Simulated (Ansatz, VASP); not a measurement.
**Cross-check of Be2Ge between VASP and Ansatz**

Aim: how closely do two programs agree when they are given the same cell, functional and k mesh? The cell is generated by rule, not measured, and may not be a known phase. The cell is taken from a series of runs on this material, whose earlier steps may have relaxed, scaled, displaced or heated it; both programs get it as it stands.

Main program and level: Ansatz 0.2.0; plane waves, with VASP 6.6.1 beside it; zone-centre phonons at PBEsol.

The structure was built from a prototype and need not be the compound's stable phase.

## (1) The starting structure

It takes space group Pmmn (No. 59, orthorhombic). Conventional cell: a = 3.773 Å, b = 5.105 Å, c = 3.892 Å, α = 90.00°, β = 90.00°, γ = 90.00°. Ge has 8 Be at 2.31 to 2.34 Å nearest. Be has 4 Ge at 2.31 to 2.34 Å and 2 Be at 2.39 Å nearest. Farther neighbours are not listed.

Coordinates:

```cif
data_structure
_symmetry_space_group_name_H-M 'P 1'
_symmetry_Int_Tables_number 1
_cell_length_a 3.8917
_cell_length_b 3.7732
_cell_length_c 5.1054
_cell_angle_alpha 90.000
_cell_angle_beta 90.000
_cell_angle_gamma 90.000
_cell_volume 74.97
loop_
_atom_site_label
_atom_site_type_symbol
_atom_site_fract_x
_atom_site_fract_y
_atom_site_fract_z
_atom_site_occupancy
Ge1 Ge 0.44390 0.50000 0.50000 1
Ge2 Ge 0.05610 0.00000 0.00000 1
Be3 Be 0.93847 0.50000 0.74938 1
Be4 Be 0.56153 0.00000 0.24938 1
Be5 Be 0.93847 0.50000 0.25062 1
Be6 Be 0.56153 0.00000 0.75062 1
```

## (2) VASP: zone-centre phonons, PBEsol

Second derivatives magnify differences that forces hide, and they need a tight electronic threshold.

Lines of VASP's logs that name or quote its potential files are left out, and so is its time.

Input file INCAR:

```
SYSTEM = Be2Ge
PREC = Accurate
ENCUT = 600
EDIFF = 1E-08
NELM = 120
ISMEAR = 1
SIGMA = 0.15
LREAL = .FALSE.
ALGO = Normal
GGA = PS
NBANDS = 24
LORBIT = 11
LWAVE = .FALSE.
LCHARG = .FALSE.
ISIF = 2
IBRION = 8
LASPH = .TRUE.
GGA_COMPAT = .FALSE.
KPAR = 2
```

Input file POSCAR:

```
Be2Ge
1.0
    0.0000000000     -2.7518520573     -2.7518520573
    0.0000000000      2.6680322106     -2.6680322106
    5.1053997748      0.0000000000      0.0000000000
Ge Be
2 4
Direct
    0.4439039287      0.5000000000      0.5000000000
    0.0560960713      0.0000000000      0.0000000000
    0.9384657252      0.5000000000      0.7493757186
    0.5615342748      0.0000000000      0.2493757186
    0.9384657252      0.5000000000      0.2506242814
    0.5615342748      0.0000000000      0.7506242814
```

Input file KPOINTS:

```
Automatic mesh
0
Gamma
8 8 6
0 0 0
```

PAW data sets: Ge_d and Be (PBE family, release 64).

Started as:

```sh
> mpirun -np 2 vasp_std
```

Numbers of over 12 decimals in the logs are rounded to 6 here.

The log of the run:

```text
[banner, memory and clock lines left out]
running    2 mpi-ranks, on    1 nodes
 distrk:  each k-point on    1 cores,    2 groups
 distr:  one band on    1 cores,    1 groups

 POSCAR found type information on POSCAR GeBe
 POSCAR found :  2 types and       6 ions
|                                                                             |
|               ----> ADVICE to this user running VASP <----                  |
|                                                                             |
|     You enforced a specific xc type in the INCAR file but a different       |
|     [... a line on the potential file left out ...]
|     I HOPE YOU KNOW WHAT YOU ARE DOING!                                     |
|                                                                             |

 LDA part: xc-table for (Slater+PW92), standard interpolation
 POSCAR, INCAR and KPOINTS ok, starting setup
 FFT: planning ... GRIDC
 FFT: planning ... GRID_SOFT
 FFT: planning ... GRID
 WAVECAR not read
 entering main loop
       N       E                     dE             d eps       ncg     rms          rms(c)
DAV:   1     0.250401555291E+03    0.25040E+03   -0.18512E+04  5560   0.367E+03
DAV:   2     0.160165235527E+02   -0.23439E+03   -0.22825E+03  4824   0.719E+02
DAV:   3    -0.235190303197E+02   -0.39536E+02   -0.39228E+02  6176   0.168E+02
DAV:   4    -0.249018074189E+02   -0.13828E+01   -0.13823E+01  5808   0.367E+01
DAV:   5    -0.249280576308E+02   -0.26250E-01   -0.26249E-01  6168   0.582E+00    0.448E+00
DAV:   6    -0.246992871419E+02    0.22877E+00   -0.13894E-01  6472   0.469E+00    0.251E+00
DAV:   7    -0.246022476348E+02    0.97040E-01   -0.13474E-01  5944   0.340E+00    0.298E-01
DAV:   8    -0.246011469234E+02    0.11007E-02   -0.19598E-02  5880   0.175E+00    0.130E-01
DAV:   9    -0.246011870725E+02   -0.40149E-04   -0.95993E-04  5944   0.371E-01    0.523E-02
DAV:  10    -0.246012041870E+02   -0.17114E-04   -0.62825E-05  6096   0.986E-02    0.119E-02
DAV:  11    -0.246012058902E+02   -0.17032E-05   -0.10229E-05  6120   0.356E-02    0.326E-03
DAV:  12    -0.246012057195E+02    0.17068E-06   -0.22534E-06  6008   0.230E-02    0.156E-03
DAV:  13    -0.246012057739E+02   -0.54411E-07   -0.24925E-07  6064   0.490E-03    0.466E-04
DAV:  14    -0.246012057723E+02    0.16380E-08   -0.16438E-08  4136   0.142E-03
   1 F= -.24601206E+02 E0= -.24601418E+02  d E =0.635572E-03
 Linear response reoptimize wavefunctions to high precision
DAV:   1    -0.246012057662E+02    0.61073E-08   -0.25931E-09  4112   0.514E-04
DAV:   2    -0.246012057662E+02   -0.45475E-10   -0.36154E-10  3208   0.225E-04
 Linear response DOF=           4
 Linear response progress:
  Degree of freedom:   1/  4
       N       E                     dE             d eps       ncg     rms          rms(c)
RMM:   1    -0.193632218118E+00   -0.19363E+00    0.10022E+01  7541   0.573E+01
RMM:   2    -0.202585305211E+00   -0.89531E-02   -0.14524E-02 11452   0.761E-01    0.979E-02
RMM:   3    -0.202521524474E+00    0.63781E-04   -0.91264E-04 10877   0.181E-01    0.456E-02
RMM:   4    -0.202659057506E+00   -0.13753E-03   -0.15895E-04 11975   0.665E-02    0.202E-02
RMM:   5    -0.202734269660E+00   -0.75212E-04   -0.19979E-05 11779   0.265E-02    0.360E-03
RMM:   6    -0.202746245028E+00   -0.11975E-04   -0.10099E-05 12085   0.821E-03    0.181E-03
RMM:   7    -0.202736564941E+00    0.96801E-05   -0.72429E-06 12113   0.277E-03    0.506E-04
RMM:   8    -0.202734812389E+00    0.17526E-05   -0.19959E-06 12054   0.868E-04    0.107E-04
RMM:   9    -0.202734584965E+00    0.22742E-06    0.23937E-07 11853   0.331E-04    0.261E-05
RMM:  10    -0.202734365950E+00    0.21902E-06   -0.39522E-07 12412   0.120E-04    0.628E-06
RMM:  11    -0.202734320630E+00    0.45320E-07   -0.71144E-09 12345   0.623E-05    0.175E-06
RMM:  12    -0.202734336702E+00   -0.16072E-07   -0.47572E-07 13915   0.424E-05    0.602E-07
RMM:  13    -0.202734309170E+00    0.27532E-07   -0.10386E-07 14102   0.344E-05    0.282E-07
RMM:  14    -0.202734298051E+00    0.11119E-07    0.20267E-08 13671   0.315E-05    0.124E-07
RMM:  15    -0.202734301048E+00   -0.29969E-08   -0.25038E-09 12858   0.306E-05    0.424E-08
 first order change of Fermi-energy  -0.19188E-04
 force on displaced ion       1 direction 1 :  -9.664  -0.017  -0.017
 Linear response progress:
  Degree of freedom:   2/  4
       N       E                     dE             d eps       ncg     rms          rms(c)
RMM:   1    -0.188357671986E+00   -0.18836E+00    0.94142E+00  7889   0.558E+01
RMM:   2    -0.197265057485E+00   -0.89074E-02   -0.12795E-02 11474   0.766E-01    0.983E-02
RMM:   3    -0.197513897172E+00   -0.24884E-03   -0.73886E-04 11773   0.196E-01    0.542E-02
RMM:   4    -0.197866697353E+00   -0.35280E-03   -0.19966E-04 11949   0.858E-02    0.905E-03
RMM:   5    -0.197839700520E+00    0.26997E-04   -0.16628E-05 12434   0.226E-02    0.308E-03
RMM:   6    -0.197835078807E+00    0.46217E-05    0.21992E-06 12708   0.679E-03    0.180E-03
RMM:   7    -0.197823410207E+00    0.11669E-04    0.33731E-06 12608   0.229E-03    0.215E-04
RMM:   8    -0.197826553990E+00   -0.31438E-05    0.26662E-06 11575   0.871E-04    0.173E-04
RMM:   9    -0.197825349540E+00    0.12045E-05    0.43266E-07 11928   0.305E-04    0.204E-05
RMM:  10    -0.197825404165E+00   -0.54625E-07    0.36916E-07 12952   0.124E-04    0.139E-05
RMM:  11    -0.197825325213E+00    0.78953E-07    0.76527E-08 12210   0.590E-05    0.224E-06
RMM:  12    -0.197825324317E+00    0.89520E-09    0.10295E-08 12307   0.402E-05    0.109E-06
 first order change of Fermi-energy   0.34882E+00
 force on displaced ion       1 direction 2 :   0.000  -9.751  -1.208
 Linear response progress:
  Degree of freedom:   3/  4
       N       E                     dE             d eps       ncg     rms          rms(c)
RMM:   1    -0.131925950771E-01   -0.13193E-01   -0.96107E-03  8819   0.181E+00
RMM:   2    -0.963554034403E-02    0.35571E-02   -0.40879E-03 10058   0.937E-01    0.541E-02
RMM:   3    -0.976044316337E-02   -0.12490E-03   -0.96045E-04 10228   0.396E-01    0.298E-02
RMM:   4    -0.980073955342E-02   -0.40296E-04   -0.82113E-05 10383   0.858E-02    0.706E-03
RMM:   5    -0.983225612291E-02   -0.31517E-04   -0.12958E-04 11346   0.307E-02    0.337E-03
RMM:   6    -0.982706939672E-02    0.51867E-05   -0.69949E-05 10889   0.106E-02    0.988E-04
RMM:   7    -0.982427477883E-02    0.27946E-05   -0.37152E-05 11142   0.559E-03    0.416E-04
RMM:   8    -0.982185580317E-02    0.24190E-05   -0.16639E-05 10664   0.197E-03    0.179E-04
RMM:   9    -0.982135291445E-02    0.50289E-06   -0.12975E-05 10961   0.119E-03    0.479E-05
RMM:  10    -0.982051807168E-02    0.83484E-06   -0.43215E-06 11015   0.465E-04    0.314E-05
RMM:  11    -0.982027906738E-02    0.23900E-06   -0.21892E-06 11274   0.248E-04    0.139E-05
RMM:  12    -0.982013717288E-02    0.14189E-06   -0.82460E-07 11012   0.110E-04    0.631E-06
RMM:  13    -0.982008736690E-02    0.49806E-07   -0.30742E-07 10786   0.583E-05    0.316E-06
RMM:  14    -0.982007202233E-02    0.15345E-07   -0.19115E-07  9942   0.330E-05    0.907E-07
RMM:  15    -0.982006003790E-02    0.11984E-07   -0.81949E-08  8215   0.218E-05    0.560E-07
RMM:  16    -0.982005611608E-02    0.39218E-08   -0.44590E-08  8237   0.123E-05    0.112E-07
 first order change of Fermi-energy  -0.52618E-01
 force on displaced ion       3 direction 1 :  -6.061   0.782   0.782
 Linear response progress:
  Degree of freedom:   4/  4
       N       E                     dE             d eps       ncg     rms          rms(c)
RMM:   1    -0.107566590946E-01   -0.10757E-01   -0.19613E-03 15030   0.717E-01
RMM:   2    -0.956836508424E-02    0.11883E-02   -0.10615E-03 15089   0.277E-01    0.667E-02
RMM:   3    -0.949412993990E-02    0.74235E-04   -0.23754E-04 14445   0.134E-01    0.334E-02
RMM:   4    -0.958525931122E-02   -0.91129E-04   -0.97575E-05 15286   0.712E-02    0.579E-03
RMM:   5    -0.959190151855E-02   -0.66422E-05   -0.49354E-06 17163   0.203E-02    0.235E-03
RMM:   6    -0.959789482422E-02   -0.59933E-05   -0.81917E-07 16708   0.452E-03    0.752E-04
RMM:   7    -0.959786089760E-02    0.33927E-07   -0.48118E-08 16732   0.149E-03    0.276E-04
RMM:   8    -0.959749123466E-02    0.36966E-06    0.81205E-08 17241   0.529E-04    0.739E-05
RMM:   9    -0.959750155685E-02   -0.10322E-07    0.79043E-09 16918   0.176E-04    0.305E-05
RMM:  10    -0.959745354435E-02    0.48013E-07    0.18158E-08 17202   0.574E-05    0.557E-06
RMM:  11    -0.959746502577E-02   -0.11481E-07    0.24176E-08 17916   0.229E-05    0.350E-06
RMM:  12    -0.959746548979E-02   -0.46402E-09    0.46948E-09 17573   0.105E-05    0.969E-07
 first order change of Fermi-energy  -0.13258E+00
 force on displaced ion       3 direction 2 :   0.788  -5.287   0.008
 Linear response finished
```

From OUTCAR (step 2):

```text
ion  position               nearest neighbor table
   1  0.444  0.500  0.500-   3 2.31   5 2.31   4 2.33   6 2.33   4 2.33   6 2.33   3 2.34   5 2.34

  LATTYP: Found a simple orthorhombic cell.
 ALAT       =     3.7731673371
 B/A-ratio  =     1.0314163549
 C/A-ratio  =     1.3530806664

 Subroutine GETGRP returns: Found  8 space group operations
 (whereof  4 operations were pure point group operations)

The static configuration has the point symmetry C_2v.
 The point group associated with its full space group is D_2h.

 Found    100 irreducible k-points:

   k-points           NKPTS =    100   k-points in BZ     NKDIM =    100   number of bands    NBANDS=     24

   dimension x,y,z NGX =    32 NGY =   30 NGZ =   42
   dimension x,y,z NGXF=    64 NGYF=   60 NGZF=   84

   ENCUT  =  600.0 eV  44.10 Ry    6.64 a.u.   7.77  7.54 10.20*2*pi/ulx,y,z

   NELECT =      36.0000    total number of electrons

 k-points in reciprocal lattice and weights: Automatic mesh
   0.00000000  0.00000000  0.00000000       0.003
   0.12500000  0.00000000  0.00000000       0.005
   0.25000000  0.00000000  0.00000000       0.005
   0.37500000  0.00000000  0.00000000       0.005
   0.50000000  0.00000000  0.00000000       0.003
   0.00000000  0.12500000  0.00000000       0.005
   0.12500000  0.12500000  0.00000000       0.010
   0.25000000  0.12500000  0.00000000       0.010
   0.37500000  0.12500000  0.00000000       0.010
[...]
-----------------------------------------------------------------------------------
    total drift:                                0.000000      0.000000      0.000000

 Eigenvectors and eigenvalues of the dynamical matrix
 ----------------------------------------------------

   1 f  =   16.611137 THz   104.370853 2PiTHz  554.087895 cm-1    68.698113 meV
             X         Y         Z           dx          dy          dz
      2.552700  0.112458 -2.555574     0.000000   -0.091575   -0.091575
      0.000000 -0.154368 -0.154368    -0.000000   -0.091575   -0.091575
      3.825863 -1.248503 -3.916535    -0.455737    0.130227    0.130227
      1.273163 -1.545259 -1.545259     0.455737    0.130227    0.130227
      1.279537 -1.248503 -3.916535     0.455737    0.130227    0.130227
      3.832237 -1.545259 -1.545259    -0.455737    0.130227    0.130227

   2 f  =   14.240383 THz    89.474965 2PiTHz  475.008043 cm-1    58.893465 meV
             X         Y         Z           dx          dy          dz
      2.552700  0.112458 -2.555574    -0.000000   -0.170724    0.170724
      0.000000 -0.154368 -0.154368     0.000000    0.170724   -0.170724
      3.825863 -1.248503 -3.916535    -0.000000   -0.332305    0.332305
      1.273163 -1.545259 -1.545259     0.000000    0.332305   -0.332305
      1.279537 -1.248503 -3.916535    -0.000000   -0.332305    0.332305
      3.832237 -1.545259 -1.545259     0.000000    0.332305   -0.332305

   3 f  =   13.773931 THz    86.544163 2PiTHz  459.448894 cm-1    56.964377 meV
             X         Y         Z           dx          dy          dz
      2.552700  0.112458 -2.555574     0.084703   -0.000000   -0.000000
      0.000000 -0.154368 -0.154368    -0.084703    0.000000    0.000000
      3.825863 -1.248503 -3.916535     0.286663   -0.286563   -0.286563
      1.273163 -1.545259 -1.545259    -0.286663   -0.286563   -0.286563
      1.279537 -1.248503 -3.916535     0.286663    0.286563    0.286563
      3.832237 -1.545259 -1.545259    -0.286663    0.286563    0.286563

   4 f  =   13.695732 THz    86.052822 2PiTHz  456.840442 cm-1    56.640971 meV
             X         Y         Z           dx          dy          dz
      2.552700  0.112458 -2.555574     0.000000    0.175772    0.175772
      0.000000 -0.154368 -0.154368    -0.000000   -0.175772   -0.175772
      3.825863 -1.248503 -3.916535     0.135667   -0.316780   -0.316780
      1.273163 -1.545259 -1.545259     0.135667    0.316780    0.316780
      1.279537 -1.248503 -3.916535    -0.135667   -0.316780   -0.316780
      3.832237 -1.545259 -1.545259    -0.135667    0.316780    0.316780

   5 f  =   13.462765 THz    84.589046 2PiTHz  449.069497 cm-1    55.677497 meV
             X         Y         Z           dx          dy          dz
      2.552700  0.112458 -2.555574     0.000000   -0.000000    0.000000
      0.000000 -0.154368 -0.154368     0.000000    0.000000    0.000000
      3.825863 -1.248503 -3.916535    -0.000000    0.353553   -0.353553
      1.273163 -1.545259 -1.545259     0.000000    0.353553   -0.353553
      1.279537 -1.248503 -3.916535    -0.000000   -0.353553    0.353553
      3.832237 -1.545259 -1.545259    -0.000000   -0.353553    0.353553

   6 f  =   12.567968 THz    78.966869 2PiTHz  419.222273 cm-1    51.976914 meV
             X         Y         Z           dx          dy          dz
      2.552700  0.112458 -2.555574    -0.000000    0.094614    0.094614
      0.000000 -0.154368 -0.154368    -0.000000   -0.094614   -0.094614
      3.825863 -1.248503 -3.916535    -0.478958   -0.076312   -0.076312
      1.273163 -1.545259 -1.545259    -0.478958    0.076312    0.076312
      1.279537 -1.248503 -3.916535     0.478958   -0.076312   -0.076312
      3.832237 -1.545259 -1.545259     0.478958    0.076312    0.076312

   7 f  =   12.536672 THz    78.770230 2PiTHz  418.178349 cm-1    51.847484 meV
             X         Y         Z           dx          dy          dz
      2.552700  0.112458 -2.555574     0.243708    0.000000    0.000000
      0.000000 -0.154368 -0.154368     0.243708   -0.000000   -0.000000
      3.825863 -1.248503 -3.916535    -0.344626    0.225318    0.225318
      1.273163 -1.545259 -1.545259    -0.344626   -0.225318   -0.225318
      1.279537 -1.248503 -3.916535    -0.344626   -0.225318   -0.225318
      3.832237 -1.545259 -1.545259    -0.344626    0.225318    0.225318

   8 f  =   11.795535 THz    74.113533 2PiTHz  393.456700 cm-1    48.782392 meV
             X         Y         Z           dx          dy          dz
      2.552700  0.112458 -2.555574    -0.000000    0.203049    0.203049
      0.000000 -0.154368 -0.154368     0.000000    0.203049    0.203049
      3.825863 -1.248503 -3.916535    -0.205680   -0.288502   -0.288502
      1.273163 -1.545259 -1.545259     0.205680   -0.288502   -0.288502
      1.279537 -1.248503 -3.916535     0.205680   -0.288502   -0.288502
      3.832237 -1.545259 -1.545259    -0.205680   -0.288502   -0.288502

   9 f  =   11.327284 THz    71.171425 2PiTHz  377.837526 cm-1    46.845862 meV
             X         Y         Z           dx          dy          dz
      2.552700  0.112458 -2.555574    -0.000000    0.222555   -0.222555
      0.000000 -0.154368 -0.154368    -0.000000    0.222555   -0.222555
      3.825863 -1.248503 -3.916535     0.000000   -0.316598    0.316598
      1.273163 -1.545259 -1.545259    -0.000000   -0.316598    0.316598
      1.279537 -1.248503 -3.916535     0.000000   -0.316598    0.316598
      3.832237 -1.545259 -1.545259    -0.000000   -0.316598    0.316598

  10 f  =   10.772364 THz    67.684757 2PiTHz  359.327373 cm-1    44.550896 meV
             X         Y         Z           dx          dy          dz
      2.552700  0.112458 -2.555574     0.098160    0.000000   -0.000000
      0.000000 -0.154368 -0.154368    -0.098160    0.000000   -0.000000
      3.825863 -1.248503 -3.916535    -0.409027   -0.197331   -0.197331
      1.273163 -1.545259 -1.545259     0.409027   -0.197331   -0.197331
      1.279537 -1.248503 -3.916535    -0.409027    0.197331    0.197331
      3.832237 -1.545259 -1.545259     0.409027    0.197331    0.197331

  11 f  =   10.481879 THz    65.859588 2PiTHz  349.637848 cm-1    43.349549 meV
             X         Y         Z           dx          dy          dz
      2.552700  0.112458 -2.555574    -0.000000   -0.000000    0.000000
      0.000000 -0.154368 -0.154368    -0.000000   -0.000000    0.000000
      3.825863 -1.248503 -3.916535     0.000000    0.353553   -0.353553
      1.273163 -1.545259 -1.545259    -0.000000   -0.353553    0.353553
      1.279537 -1.248503 -3.916535     0.000000   -0.353553    0.353553
      3.832237 -1.545259 -1.545259    -0.000000    0.353553   -0.353553

  12 f  =    9.763060 THz    61.343114 2PiTHz  325.660624 cm-1    40.376753 meV
             X         Y         Z           dx          dy          dz
      2.552700  0.112458 -2.555574     0.201766    0.000000   -0.000000
      0.000000 -0.154368 -0.154368     0.201766   -0.000000   -0.000000
      3.825863 -1.248503 -3.916535    -0.284923   -0.272456   -0.272456
      1.273163 -1.545259 -1.545259    -0.284923    0.272456    0.272456
      1.279537 -1.248503 -3.916535    -0.284923    0.272456    0.272456
      3.832237 -1.545259 -1.545259    -0.284923   -0.272456   -0.272456

  13 f  =    5.902341 THz    37.085504 2PiTHz  196.880913 cm-1    24.410111 meV
             X         Y         Z           dx          dy          dz
      2.552700  0.112458 -2.555574    -0.695119    0.000000   -0.000000
      0.000000 -0.154368 -0.154368     0.695119    0.000000    0.000000
      3.825863 -1.248503 -3.916535    -0.022829   -0.062785   -0.062785
      1.273163 -1.545259 -1.545259     0.022829   -0.062785   -0.062785
      1.279537 -1.248503 -3.916535    -0.022829    0.062785    0.062785
      3.832237 -1.545259 -1.545259     0.022829    0.062785    0.062785
    [... 43 further lines ...]
      1.279537 -1.248503 -3.916535     0.223722   -0.000096   -0.000096
      3.832237 -1.545259 -1.545259     0.223722    0.000096    0.000096

 ELASTIC MODULI CONTR FROM IONIC RELAXATION (kBar)
 Direction    XX          YY          ZZ          XY          YZ          ZX
 --------------------------------------------------------------------------------
 XX        -310.3752     31.8208     31.8208      0.0000     93.5922     -0.0000
 YY          31.8208   -224.6589    198.5695      0.0000     -1.5392     -0.0000
 ZZ          31.8208    198.5695   -224.6589     -0.0000     -9.7016      0.0000
 XY           0.0000      0.0000     -0.0000    -97.4087     -0.0000    -12.0489
 YZ          93.5922     -1.5392     -9.7016     -0.0000   -150.2407     -0.0000
 ZX          -0.0000     -0.0000      0.0000    -12.0489     -0.0000    -98.6475
 --------------------------------------------------------------------------------
```

[end of part 1 of 2]

[Lines on the potential files, build, host, timing and source positions are cut from VASP's logs without a mark.]

[Logs are printed without paths, hosts, clocks, repeated set-up lines and the standing remarks that a program may print on its own settings, such as how far it seeks lower states.]

[Hosts, paths, dates, database ids (printed as entryN), source tags and the programs' standing remarks are cut or masked in the printed files.]
